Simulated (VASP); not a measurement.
VASP ran on this input.

KPOINTS:
```
K-points
0
gamma
  8 8 8
```

File POSCAR:
```
CdSe
1
    0.0000000000     2.9476390872     2.9476390872
    2.9476390872     0.0000000000     2.9476390872
    2.9476390872     2.9476390872     0.0000000000
Cd Se
1 1
Direct
  0.0000000000   0.0000000000   0.0000000000
  0.2500000000   0.2500000000   0.2500000000
```

### INCAR
```
SYSTEM=CdSe
PREC=Accurate; ENCUT=500; LREAL=F
LASPH=T
EDIFF=1E-6; NELM=100; ALGO=Normal
LMAXMIX=4
ISMEAR=0; SIGMA=0.05
GGA=PE
IBRION=2; NSW=40; ISIF=3
EDIFFG=-0.02; PSTRESS=100
LWAVE=F; LCHARG=F
```

POTCAR, in this order: Cd Se (PBE.64 set). Program: vasp_std.

Problem. Translate this PBE calculation to Ansatz.

Solution. One equivalent input (not run):
Ansatz 0.2 input:
```yaml
crystal:
  lattice:
    - [0.0000000, 2.9476391, 2.9476391]
    - [2.9476391, 0.0000000, 2.9476391]
    - [2.9476391, 2.9476391, 0.0000000]
  atoms:
    - { symbol: Cd, position: [0.0000000, 0.0000000, 0.0000000] }
    - { symbol: Se, position: [0.2500000, 0.2500000, 0.2500000] }
kpoints:
  mp_grid: { grid: [8, 8, 8] }
hamiltonian:
  xc: pbe
  pseudopotentials: { kind: paw }
scf:
  occupations: { method: gaussian, width: 0.05 }
  max_iter: 100
relax:
  max_steps: 40
  f_tol: 0.02
  cell: { p_target: 10 }
output: { forces: true, stress: true, eigenvalues: true }
```
What does not carry over: each code has its own PAW files, so the cut-off isn't converted (ENCUT is set for VASP's; basis.ecutwfc is left out, and Ansatz then takes the one that its files recommend); Ansatz stops its SCF on the density residual and VASP on the energy change (EDIFF).

The compound is CdSe in the zinc blende structure, whereas wurtzite is the usual form. It was relaxed first under an external pressure of 10 GPa.
